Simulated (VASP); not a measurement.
# TiSn: single point with r2SCAN

Crystal: TiSn.

```xyz
6
Lattice="5.7260 0.0000 0.0000 -2.8630 4.9589 0.0000 0.0000 0.0000 4.8048" Properties=species:S:1:pos:R:3 pbc="T T T"
Ti   -1.4315    2.4794    0.0000
Ti    2.8630    0.0000    0.0000
Ti    1.4315    2.4794    0.0000
Sn    2.8630    1.6529    2.4024
Sn    0.0000    3.3059    2.4024
Sn    0.0000    0.0000    0.0000
```

The cell was built by a generator and needn't be a form met in nature.

- Program: VASP 6.6.1
- Task: single point
- Functional: r2SCAN
- Potentials or basis: VASP PAW PBE potentials, release 64 (Ti_sv, Sn_d)
- Cutoff: 520 eV
- k mesh: 6 × 6 × 6
- Occupations: gaussian, width 0.1 eV
- Spin: no spin polarisation
- Further INCAR settings: ALGO = Normal; EDIFF = 1e-06; NBANDS = 48

| Quantity | Value |
| --- | --- |
| Pressure | -0.9 GPa |
| Band gap on the k mesh | none (metal or under the smearing width) |

Stress tensor (GPa, compression positive):
```
-0.80  0.00  0.00
 0.00 -0.80  0.00
 0.00  0.00 -1.15
```

Levels at points of the mesh, in eV from the Fermi level:
```tsv
k point	band 35	band 36	band 37	band 38	band 39	band 40	band 41	band 42	band 43	band 44
(0.00, 0.00, 0.00)	-1.86	-1.64	-1.64	-0.44	-0.44	0.26	0.26	2.32	2.32	2.41
(0.50, 0.00, 0.00)	-1.04	-0.98	-0.87	-0.81	-0.12	0.30	0.94	1.28	1.45	2.37
(0.00, 0.00, 0.50)	-1.03	-0.91	-0.82	-0.82	-0.80	-0.80	-0.44	0.44	1.31	1.31
(0.50, 0.00, 0.50)	-2.08	-1.71	-0.07	0.39	0.57	0.64	0.64	0.89	1.04	1.28
```

Run time: 5.5 min on 2 MPI ranks on Intel(R) Xeon(R) Platinum 8488C (Sapphire Rapids), on a shared host, peak memory 0.38 GiB a rank.

Caveat: the PAW data sets were made with another functional, which shifts forces and pressure a little.
